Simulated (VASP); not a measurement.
Consider the following.

```xyz
1
Lattice="0.0000 1.9597 1.9597 1.9597 0.0000 1.9597 1.9597 1.9597 0.0000" Properties=species:S:1:pos:R:3 pbc="T T T"
Pt     0.0000     0.0000     0.0000
```

The numbers are results of PBE GGA, VASP's PBE PAW potentials (set 64) (plane waves; VASP), not measurements. Settings: 500 eV cut-off, 16×16×16 Γ-centred mesh, first-order Methfessel-Paxton smearing of 0.10 eV, potentials Pt.

Energy and stress use the plane-wave basis of the starting cell.

Question: The ions, cell shape and volume at an external pressure of 20.0 GPa are relaxed. What does this cell relax into?

Answer: 
```xyz
1
Lattice="0.0000 1.9399 1.9399 1.9399 0.0000 1.9399 1.9399 1.9399 0.0000" Properties=species:S:1:pos:R:3 pbc="T T T"
Pt     0.0000     0.0000     0.0000
```
Space group Fm-3m (225), at a tolerance of 0.03 Å.

Question: How do energy and volume change from the first to the last step?

Answer: The energy (σ→0) changes by +41.6 meV/atom and the volume by -3.0 %, in 4 ionic steps.

The compound is Pt in the fcc structure. This run relaxes it under an external pressure of 20 GPa. Symmetry was kept, so distortions that lower it aren't found.
